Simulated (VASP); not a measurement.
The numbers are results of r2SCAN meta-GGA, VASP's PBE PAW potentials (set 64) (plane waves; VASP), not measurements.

A VASP calculation is set up with these files.

### POSCAR
```
GdN
1
    0.0000000000     2.4316037829     2.4316037829
    2.4316037829     0.0000000000     2.4316037829
    2.4316037829     2.4316037829     0.0000000000
Gd N
1 1
Direct
  0.0000000000   0.0000000000   0.0000000000
  0.5000000000   0.5000000000   0.5000000000
```

File KPOINTS:
```
Automatic
0
gamma
9 9 9
0 0 0
```

**INCAR**
```
# general
SYSTEM   =  GdN
PREC     =  Accurate
ENCUT    =  520
LREAL    =  .FALSE.
LASPH    =  .TRUE.

# electronic loop
EDIFF    =  1E-7
NELM     =  100
ALGO     =  Normal
LMAXMIX  =  6
LMIXTAU  =  .TRUE.

# smearing
ISMEAR   =  0
SIGMA    =  0.05

# functional
METAGGA  =  R2SCAN

# ions
ISIF     =  2

# output
LWAVE    =  .FALSE.
LCHARG   =  .FALSE.
```

POTCAR, in this order: Gd_3 N (PBE.64 set). Program: vasp_std.

What VASP printed:

### OSZICAR
```
       N       E                     dE             d eps       ncg     rms          rms(c)
DAV:   1     0.160339359165E+02    0.16034E+02   -0.71236E+03   770   0.124E+03
DAV:   2    -0.455142323920E+02   -0.61548E+02   -0.56286E+02  1008   0.237E+02
DAV:   3    -0.487152690594E+02   -0.32010E+01   -0.31715E+01  1023   0.454E+01
DAV:   4    -0.487581993081E+02   -0.42930E-01   -0.42866E-01   960   0.483E+00
DAV:   5    -0.487587746351E+02   -0.57533E-03   -0.57521E-03  1054   0.495E-01    0.339E+01
DAV:   6    -0.431471224115E+02    0.56117E+01   -0.13869E+01   924   0.269E+01    0.267E+01
DAV:   7    -0.435193298313E+02   -0.37221E+00   -0.63765E-01   869   0.810E+00    0.163E+01
DAV:   8    -0.434170104458E+02    0.10232E+00   -0.48220E-01   812   0.841E+00    0.225E+00
DAV:   9    -0.435312691633E+02   -0.11426E+00   -0.22011E-01   794   0.661E+00    0.186E+00
DAV:  10    -0.435302857865E+02    0.98338E-03   -0.81221E-02   952   0.182E+00    0.419E-01
DAV:  11    -0.435169955294E+02    0.13290E-01   -0.94822E-03   892   0.980E-01    0.741E-02
DAV:  12    -0.435269316271E+02   -0.99361E-02   -0.37528E-03   839   0.693E-01    0.106E-01
DAV:  13    -0.435270377233E+02   -0.10610E-03   -0.89264E-04   946   0.242E-01    0.267E-02
DAV:  14    -0.435270447714E+02   -0.70481E-05   -0.71979E-05   851   0.106E-01    0.156E-02
DAV:  15    -0.435270408089E+02    0.39625E-05   -0.45905E-05   947   0.484E-02    0.316E-02
DAV:  16    -0.435270545750E+02   -0.13766E-04   -0.11169E-04   939   0.630E-02    0.672E-03
DAV:  17    -0.435270612562E+02   -0.66812E-05   -0.33634E-06   851   0.178E-02    0.532E-03
DAV:  18    -0.435270595088E+02    0.17475E-05   -0.10854E-07   655   0.393E-03    0.368E-03
DAV:  19    -0.435270620217E+02   -0.25130E-05   -0.80910E-07   880   0.701E-03    0.826E-04
DAV:  20    -0.435270616666E+02    0.35513E-06   -0.65131E-08   451   0.197E-03    0.281E-04
DAV:  21    -0.435270618281E+02   -0.16149E-06   -0.90571E-09   436   0.965E-04    0.379E-04
DAV:  22    -0.435270617815E+02    0.46589E-07   -0.18543E-09   427   0.358E-04
   1 F= -.43527062E+02 E0= -.43527061E+02  d E =-.674068E-06
```

File OUTCAR:
```
------------------------ aborting loop because EDIFF is reached ----------------------------------------
  FORCE on cell =-STRESS in cart. coord.  units (eV):
  Direction    XX          YY          ZZ          XY          YZ          ZX
  --------------------------------------------------------------------------------------
  Total        2.1198213      2.1198213      2.1198213      0.0000000      0.0000000     -0.0000000
  in kB      118.1140087    118.1140087    118.1140087      0.0000000      0.0000000     -0.0000000
  external PRESSURE =     118.1140087 kB  Pullay stress =       0.0000000 kB
  volume of cell :       28.75
      direct lattice vectors                 reciprocal lattice vectors
     0.000000000  2.431603783  2.431603783    -0.205625605  0.205625605  0.205625605
     2.431603783  0.000000000  2.431603783     0.205625605 -0.205625605  0.205625605
     2.431603783  2.431603783  0.000000000     0.205625605  0.205625605 -0.205625605
 POSITION                                       TOTAL-FORCE (eV/Angst)
 -----------------------------------------------------------------------------------
      0.00000      0.00000      0.00000         0.000000      0.000000     -0.000000
      2.43160      2.43160      2.43160        -0.000000     -0.000000      0.000000
 -----------------------------------------------------------------------------------
    total drift:                                0.000000      0.000000      0.000000
  FREE ENERGIE OF THE ION-ELECTRON SYSTEM (eV)
  ---------------------------------------------------
  free  energy   TOTEN  =       -43.5270617815 eV

  energy  without entropy=      -43.5270611074  energy(sigma->0) =      -43.52706144
```
(Selected blocks of OUTCAR.)

The 4f electrons are frozen in the core of the lanthanide potential, so 4f levels, which can set the real gap, and their magnetism are missing.

The compound is GdN in the rock salt structure. This cell is one point of a volume scan, at 0.94 of the reference volume.
